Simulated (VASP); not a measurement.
Wanted: the native input for a VASP 6.6.1 run.

| Quantity | Value |
| --- | --- |
| Task | relaxation of cell and atoms |
| Functional | PBEsol |
| Potentials or basis | VASP PAW PBE potentials, release 64 (Sn_d, Se) |
| Cutoff | 300 eV |
| k mesh | 9 × 9 × 4 |
| Occupations | gaussian, width 0.02 eV |
| Spin | no spin polarisation |
| Further INCAR settings | ALGO = Normal; EDIFF = 1e-07; IBRION = 2; EDIFFG = -0.005; NSW = 90; ISIF = 3 |

The structure of SnSe2 lies in POSCAR:

```
SnSe2
1.0
    3.8418991400      0.0000000000      0.0000000000
   -1.9209495700      3.3271822500      0.0000000000
    0.0000000000      0.0000000000      6.4858801000
Sn Se
1 2
Direct
    0.0000000000      0.0000000000      0.0000000000
    0.6666666700      0.3333333300      0.7570988600
    0.3333333300      0.6666666700      0.2429011400
```

The cell is a database's computed one.

One way to write it, as run:

INCAR

```
SYSTEM = SnSe2
PREC     = Accurate       ! precision mode
ENCUT    = 300            ! plane-wave cutoff, eV
EDIFF    = 1E-7           ! SCF threshold, eV
ISMEAR   = 0              ! smearing method
SIGMA    = 0.02           ! smearing width, eV
LREAL    = .FALSE.        ! projectors in reciprocal space
LASPH    = .TRUE.         ! aspherical terms in the spheres
NELM     = 100            ! most SCF steps
ALGO     = Normal         ! electronic algorithm
ISIF     = 3              ! what is computed and relaxed
LWAVE    = .FALSE.        ! write WAVECAR
LCHARG   = .FALSE.        ! write CHGCAR
GGA      = PS             ! functional
IBRION   = 2              ! ionic algorithm
NSW      = 90             ! ionic steps
EDIFFG   = -0.005         ! ionic threshold
```

KPOINTS

```
regular mesh
0
G
  9 9 4
  0 0 0
```

Potentials or basis: VASP PAW PBE potentials, release 64 (Sn_d, Se).

Launch:

```bash
$ cat potpaw_PBE.64/Sn_d/POTCAR potpaw_PBE.64/Se/POTCAR > POTCAR
$ mpirun -np 1 vasp_std > vasp.out
```

It gave:

The relaxed volume is 25.62 Å³/atom, the relaxed cell is a = 3.819 Å, b = 3.819 Å, c = 6.087 Å, α = 90.00°, β = 90.00°, γ = 120.00° and the space group after relaxing (to 0.05 Å) is P-3m1 (No. 164). The energy gained by relaxing is 6.8 meV/atom. The ionic steps are 13, the pressure after relaxing is 0.0 GPa and the largest force after relaxing is 0.003 eV/Å. The band gap on the k mesh is 0.55 eV, indirect (least direct gap 0.91 eV).

Caveat: the PAW data sets were made with another functional, which shifts forces and pressure a little; spin-orbit coupling is left out, which moves the levels of the heavy elements; an odd mesh through Γ misses points on the zone boundary, where band edges often lie; this functional lacks dispersion, which binds the layers, so the pressure and a relaxed spacing across them are unreliable.

Run time: 2.7 min on 1 thread of Intel(R) Xeon(R) Platinum 8375C CPU @ 2.90GHz (Ice Lake), on a shared host, peak memory 0.18 GiB.
